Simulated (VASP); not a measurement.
LaCo: equation of state with PBE

LaCo:

```xyz
8
Lattice="-3.4831 3.4831 3.4831 3.4831 -3.4831 3.4831 3.4831 3.4831 -3.4831" Properties=species:S:1:pos:R:3 pbc="T T T"
La   -1.6755    1.8076    1.6755
La    1.8076    1.6755   -1.6755
La    1.6755   -1.6755    1.8076
La    1.6755    1.6755    1.6755
Co    0.2927    3.7758   -0.2927
Co    3.7758   -0.2927    0.2927
Co   -0.2927    0.2927    3.7758
Co    3.1905    3.1905    3.1905
```

The cell comes from a database or a generator and needn't be the stable form of this composition.

```yaml
Program: VASP 6.6.1
Task: equation of state
Functional: PBE
Potentials_or_basis: VASP PAW PBE potentials, release 64 (La, Co)
Cutoff: 520 eV
k_mesh: 6 × 6 × 6
Occupations: fermi-dirac, width 0.05 eV
Spin: collinear spin, ferromagnetic start
Starting_moments: "[0.0, 0.0, 0.0, 0.0, 2.0, 2.0, 2.0, 2.0] μB"
```

```json
{
 "Equilibrium volume": "21.28 Å³/atom",
 "Bulk modulus at fixed shape and positions": "61 GPa",
 "Pressure derivative of the bulk modulus": "5.0"
}
```

Energy against volume, from the lowest point:
```tsv
volume (Å³/atom)	energy (meV/atom)
19.861	20.48
20.283	9.57
20.706	2.90
21.129	0.00
21.551	0.45
21.974	3.87
```

All runs of the series together: 57 min on 1 thread of AMD EPYC 9R45 (Zen 5) (shared host).

Caveat: the cell was scaled at fixed shape and fractional positions, which overstates the stiffness of a crystal with free parameters, most of all of layers and chains. Spin-orbit coupling is left out, which matters for the levels of La.
